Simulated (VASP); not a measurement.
Level of theory: r2SCAN meta-GGA, VASP's PBE PAW potentials (set 64) (plane waves; VASP).

A VASP calculation is set up with these files.

### KPOINTS
```
K-points
0
gamma
 8 8 8
```

POSCAR:
```
InAs
6.1096770
  0.0000000000   0.4999999882   0.4999999882
  0.4999999882   0.0000000000   0.4999999882
  0.4999999882   0.4999999882   0.0000000000
In As
1 1
direct
  0.0000000000   0.0000000000   0.0000000000
  0.2500000000   0.2500000000   0.2500000000
```

File KPOINTS_OPT:
```
k-points along high-symmetry lines
10
Line-mode
Reciprocal
  0.000000   0.000000   0.000000 ! GAMMA
 -0.500000  -0.500000   0.000000 ! X

 -0.500000  -0.500000   0.000000 ! X
 -0.375000  -0.375000   0.250000 ! U

 -0.375000  -0.000000   0.375000 ! K
  0.000000   0.000000   0.000000 ! GAMMA

  0.000000   0.000000   0.000000 ! GAMMA
 -0.000000  -0.000000   0.500000 ! L

 -0.000000  -0.000000   0.500000 ! L
 -0.500000  -0.250000   0.250000 ! W

 -0.500000  -0.250000   0.250000 ! W
 -0.500000  -0.500000   0.000000 ! X
```

### INCAR
```
SYSTEM = InAs
PREC = Accurate
ENCUT = 520
EDIFF = 1E-7
NELM = 100
ALGO = Normal
LREAL = .FALSE.
LASPH = .TRUE.
ISMEAR = -5
METAGGA = R2SCAN
LMIXTAU = .TRUE.
LMAXMIX = 4
LWAVE = .FALSE.
LCHARG = .FALSE.
LORBIT = 11
NEDOS = 601
ISIF = 2
```

POTCAR, in this order: In_d As (PBE.64 set). Program: vasp_std.

Output

File OUTCAR:
```
 ion  position               nearest neighbor table
   1  0.000  0.000  0.000-   2 2.65   2 2.65   2 2.65   2 2.65
   2  0.250  0.250  0.250-   1 2.65   1 2.65   1 2.65   1 2.65
  LATTYP: Found a face centered cubic cell.
 ALAT       =     6.1096768560
 Subroutine PRICEL returns:
 Original cell was already a primitive cell.
 Subroutine GETGRP returns: Found 24 space group operations
The static configuration has the point symmetry T_d .
The dynamic configuration has the point symmetry T_d .
 Subroutine INISYM returns: Found 24 space group operations
 Subroutine IBZKPT returns following result:
 Found     29 irreducible k-points:

 Following reciprocal coordinates:
            Coordinates               Weight
  0.000000  0.000000  0.000000      1.000000
  0.125000  0.000000  0.000000      8.000000
  0.250000  0.000000  0.000000      8.000000
  0.375000  0.000000  0.000000      8.000000
  0.500000  0.000000  0.000000      4.000000
  0.125000  0.125000  0.000000      6.000000
  0.250000  0.125000  0.000000     24.000000
  0.375000  0.125000  0.000000     24.000000
  0.500000  0.125000  0.000000     24.000000
 -0.375000  0.125000  0.000000     24.000000
 -0.250000  0.125000  0.000000     24.000000
 -0.125000  0.125000  0.000000     12.000000
  0.250000  0.250000  0.000000      6.000000
  0.375000  0.250000  0.000000     24.000000
  0.500000  0.250000  0.000000     24.000000
 -0.375000  0.250000  0.000000     24.000000
 -0.250000  0.250000  0.000000     12.000000
  0.375000  0.375000  0.000000      6.000000
  0.500000  0.375000  0.000000     24.000000
 -0.375000  0.375000  0.000000     12.000000
  0.500000  0.500000  0.000000      3.000000
  0.375000  0.250000  0.125000     24.000000
  0.500000  0.250000  0.125000     48.000000
 -0.375000  0.250000  0.125000     24.000000
  0.500000  0.375000  0.125000     24.000000
 -0.375000  0.375000  0.125000     48.000000
 -0.250000  0.375000  0.125000     24.000000
 -0.375000  0.500000  0.125000     12.000000
 -0.250000  0.500000  0.250000      6.000000
   k-points           NKPTS =     29   k-points in BZ     NKDIM =     29   number of bands    NBANDS=     13
   number of dos      NEDOS =    601   number of ions     NIONS =      2
   total plane-waves  NPLWV =  32768
   dimension x,y,z NGX =    32 NGY =   32 NGZ =   32
   dimension x,y,z NGXF=    64 NGYF=   64 NGZF=   64
   ions per type =               1   1
   PREC   = accura    normal or accurate (medium, high low for compatibility)
   ISTART =      0    job   : 0-new  1-cont  2-samecut
   ICHARG =      2    charge: 1-file 2-atom 10-const
   ISPIN  =      1    spin polarized calculation?
   LNONCOLLINEAR =      F non collinear calculations
   LSORBIT =      F    spin-orbit coupling
   INIWAV =      1    electr: 0-lowe 1-rand  2-diag
   ENCUT  =  520.0 eV  38.22 Ry    6.18 a.u.   8.03  8.03  8.03*2*pi/ulx,y,z
   NELM   =    100;   NELMIN=  2; NELMDL= -5     # of ELM steps
   EDIFF  = 0.1E-06   stopping-criterion for ELM
   LREAL  =      F    real-space projection
   NLSPLINE    = F    spline interpolate recip. space projectors
   LMAXMIX     =    4 max onsite mixed and CHGCAR
   VOSKOWN=      0    Vosko Wilk Nusair interpolation
   EDIFFG = 0.1E-05   stopping-criterion for IOM
   NSW    =      0    number of steps for IOM
   NBLOCK =      1;   KBLOCK =      1    inner block; outer block
   IBRION =     -1    ionic relax: 0-MD 1-quasi-New 2-CG
   NFREE  =      0    steps in history (QN), initial steepest desc. (CG)
   ISIF   =      2    stress and relaxation
   ISYM   =      2    0-nonsym 1-usesym 2-fastsym
   TEIN   =    0.0    initial temperature
   TEBEG  =    0.0;   TEEND  =   0.0 temperature during run
   SMASS  =  -3.00    Nose mass-parameter (am)
...
```

**OSZICAR**
```
       N       E                     dE             d eps       ncg     rms          rms(c)
DAV:   1     0.837812038455E+02    0.83781E+02   -0.87316E+03   754   0.151E+03
DAV:   2    -0.325348314613E+02   -0.11632E+03   -0.11339E+03   789   0.330E+02
DAV:   3    -0.412252573324E+02   -0.86904E+01   -0.86399E+01   989   0.946E+01
DAV:   4    -0.414502716186E+02   -0.22501E+00   -0.22491E+00   889   0.172E+01
DAV:   5    -0.414606492250E+02   -0.10378E-01   -0.10377E-01  1106   0.307E+00    0.593E+00
DAV:   6    -0.380247514444E+02    0.34359E+01   -0.21184E+00   904   0.367E+01    0.309E+00
DAV:   7    -0.380179586292E+02    0.67928E-02   -0.65186E-01   779   0.125E+01    0.150E+00
DAV:   8    -0.380087427344E+02    0.92159E-02   -0.38847E-01   764   0.816E+00    0.105E+00
DAV:   9    -0.380074004561E+02    0.13423E-02   -0.21906E-02   909   0.189E+00    0.818E-01
DAV:  10    -0.380522703462E+02   -0.44870E-01   -0.80110E-02   813   0.344E+00    0.339E-01
DAV:  11    -0.380585339790E+02   -0.62636E-02   -0.17349E-02   770   0.160E+00    0.287E-01
DAV:  12    -0.380580422865E+02    0.49169E-03   -0.29545E-03   774   0.636E-01    0.236E-01
DAV:  13    -0.380572160528E+02    0.82623E-03   -0.19530E-03   784   0.685E-01    0.916E-02
DAV:  14    -0.380587426100E+02   -0.15266E-02   -0.92758E-04   784   0.343E-01    0.439E-02
DAV:  15    -0.380587320071E+02    0.10603E-04   -0.21315E-04   874   0.174E-01    0.334E-02
DAV:  16    -0.380587581136E+02   -0.26106E-04   -0.47169E-05   812   0.876E-02    0.249E-02
DAV:  17    -0.380587767324E+02   -0.18619E-04   -0.99081E-06   844   0.339E-02    0.185E-02
DAV:  18    -0.380587773673E+02   -0.63493E-06   -0.10571E-05   840   0.363E-02    0.815E-03
DAV:  19    -0.380587801756E+02   -0.28083E-05   -0.18630E-05   789   0.394E-02    0.533E-03
DAV:  20    -0.380587799496E+02    0.22604E-06   -0.63599E-07   964   0.831E-03    0.640E-03
DAV:  21    -0.380587814208E+02   -0.14712E-05   -0.59380E-07   784   0.915E-03    0.355E-03
DAV:  22    -0.380587810021E+02    0.41870E-06   -0.57719E-07   857   0.113E-02    0.243E-03
DAV:  23    -0.380587809906E+02    0.11515E-07   -0.43930E-07   864   0.694E-03
   1 F= -.38058781E+02 E0= -.38058781E+02  d E =0.000000E+00
       N       E                     dE             ncg
       N       E                     dE             ncg
       N       E                     dE             ncg
```

OUTCAR:
```
------------------------ aborting loop because EDIFF is reached ----------------------------------------
  FORCE on cell =-STRESS in cart. coord.  units (eV):
  Direction    XX          YY          ZZ          XY          YZ          ZX
  --------------------------------------------------------------------------------------
  Total       -0.0166813     -0.0166813     -0.0166813      0.0000000      0.0000000     -0.0000000
  in kB       -0.4687543     -0.4687543     -0.4687543      0.0000000      0.0000000     -0.0000000
  external PRESSURE =      -0.4687543 kB  Pullay stress =       0.0000000 kB
  volume of cell :       57.02
      direct lattice vectors                 reciprocal lattice vectors
     0.000000000  3.054838428  3.054838428    -0.163674777  0.163674777  0.163674777
     3.054838428  0.000000000  3.054838428     0.163674777 -0.163674777  0.163674777
     3.054838428  3.054838428  0.000000000     0.163674777  0.163674777 -0.163674777
  FREE ENERGIE OF THE ION-ELECTRON SYSTEM (eV)
  ---------------------------------------------------
  free  energy   TOTEN  =       -38.0587809906 eV

  energy  without entropy=      -38.0587809906  energy(sigma->0) =      -38.05878099

 total charge

# of ion       s       p       d       tot
------------------------------------------
    1        0.833   0.734   9.888  11.455
    2        1.214   1.598   0.021   2.833
--------------------------------------------------
tot          2.047   2.332   9.909  14.287
```
(Selected blocks of OUTCAR.)

File OUTCAR:
```
 val. band max:        3.9649163459   @ k =   0.0000   0.0000   0.0000

 cond. band min:       4.0432984400   @ k =   0.0000   0.0000   0.0000


 Fermi energy:         3.9718988831

 k-point     1 :       0.0000    0.0000    0.0000
  band No.  band energies     occupation
      1     -10.8292      2.00000
      2     -10.8292      2.00000
      3     -10.8292      2.00000
      4     -10.6950      2.00000
      5     -10.6950      2.00000
      6      -8.1336      2.00000
      7       3.9649      2.00000
      8       3.9649      2.00000
      9       3.9649      2.00000
     10       4.0433      0.00000
     11       8.2206      0.00000
     12       8.2206      0.00000
     13       8.2206      0.00000

 k-point     2 :       0.1250    0.0000    0.0000
  band No.  band energies     occupation
      1     -10.8487      2.00000
      2     -10.8236      2.00000
      3     -10.8236      2.00000
      4     -10.6951      2.00000
      5     -10.6951      2.00000
      6      -7.9726      2.00000
      7       2.1636      2.00000
      8       3.7796      2.00000
      9       3.7796      2.00000
     10       5.2873      0.00000
     11       8.3567      0.00000
     12       8.4979      0.00000
     13       8.4979      0.00000

 k-point     3 :       0.2500    0.0000    0.0000
  band No.  band energies     occupation
      1     -10.8925      2.00000
      2     -10.8111      2.00000
      3     -10.8111      2.00000
      4     -10.6939      2.00000
      5     -10.6939      2.00000
      6      -7.5332      2.00000
      7       0.3173      2.00000
      8       3.4088      2.00000
      9       3.4088      2.00000
     10       5.4906      0.00000
     11       8.9320      0.00000
     12       8.9320      0.00000
     13       9.4498      0.00000

 k-point     4 :       0.3750    0.0000    0.0000
  band No.  band energies     occupation
      1     -10.9329      2.00000
      2     -10.8008      2.00000
      3     -10.8008      2.00000
...
```

Unless said otherwise, spin-orbit coupling is left out, though it shifts the bands of the heavy elements here.

The compound is InAs in the zinc blende structure. It was relaxed first.
